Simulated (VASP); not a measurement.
Consider the following.

```
CELL_PARAMETERS angstrom
      1.22924    -2.12910     0.00000
      1.22924     2.12910     0.00000
      0.00000     0.00000     3.97878
ATOMIC_POSITIONS crystal
  Co 0.33333 0.66667 0.25000
  Co 0.66667 0.33333 0.75000
```
Starting moments (μB, in the order of the record's atoms Co Co): 1.6 1.6.

Level of theory: revTPSS meta-GGA, VASP's PBE PAW potentials (set 64) (plane waves; VASP). Settings: 520 eV cut-off, 19×19×10 Γ-centred mesh, tetrahedra with Blöchl corrections, potentials Co.

Question: Give the spin-up energies of bands 1 to 12 at the high-symmetry points, in eV from the Fermi level.

Answer: 
| band | Γ | M | K | A | L | H |
|---|---|---|---|---|---|---|
| 1 | -9.31 | -5.13 | -4.66 | -7.01 | -5.35 | -4.14 |
| 2 | -5.49 | -5.06 | -4.21 | -7.01 | -5.35 | -4.14 |
| 3 | -2.83 | -4.83 | -4.21 | -3.15 | -4.05 | -4.03 |
| 4 | -2.81 | -2.98 | -3.95 | -3.15 | -4.05 | -4.03 |
| 5 | -2.81 | -2.75 | -3.09 | -2.88 | -1.96 | -3.17 |
| 6 | -2.47 | -2.73 | -3.09 | -2.88 | -1.96 | -3.17 |
| 7 | -2.47 | -2.37 | -2.10 | -2.88 | -1.18 | -2.06 |
| 8 | -2.10 | -0.78 | -1.03 | -2.88 | -1.18 | -2.06 |
| 9 | -2.10 | -0.69 | -1.03 | -1.26 | -0.68 | -0.86 |
| 10 | -0.93 | -0.62 | -0.92 | -1.26 | -0.68 | -0.86 |
| 11 | -0.93 | 1.27 | 4.50 | -1.26 | 1.52 | 5.82 |
| 12 | -0.28 | 3.41 | 5.46 | -1.26 | 1.52 | 5.82 |

Question: Give the spin-down energies of bands 1 to 12 at the high-symmetry points, in eV from the Fermi level.

Answer: 
```csv
band,Γ,M,K,A,L,H
1,-9.28,-4.11,-3.23,-6.90,-4.25,-2.80
2,-4.46,-3.83,-3.05,-6.90,-4.25,-2.80
3,-1.05,-3.50,-3.05,-1.65,-2.55,-2.69
4,-1.02,-2.02,-2.87,-1.65,-2.55,-2.69
5,-1.02,-1.19,-1.47,-1.09,-0.05,-1.87
6,-0.62,-1.11,-1.47,-1.09,-0.05,-1.87
7,-0.62,-0.66,-0.34,-1.09,0.21,-0.19
8,-0.31,1.29,0.98,-1.09,0.21,-0.19
9,-0.16,1.42,0.98,0.78,1.39,1.17
10,-0.16,1.46,1.16,0.78,1.39,1.17
11,1.14,2.67,5.42,0.78,2.27,6.54
12,1.14,4.49,6.32,0.78,2.27,6.54
```

It has no gap at this level: it comes out as a metal or semimetal.

The compound is Co in the hcp structure. It was relaxed first, which changed the volume by -6 %.
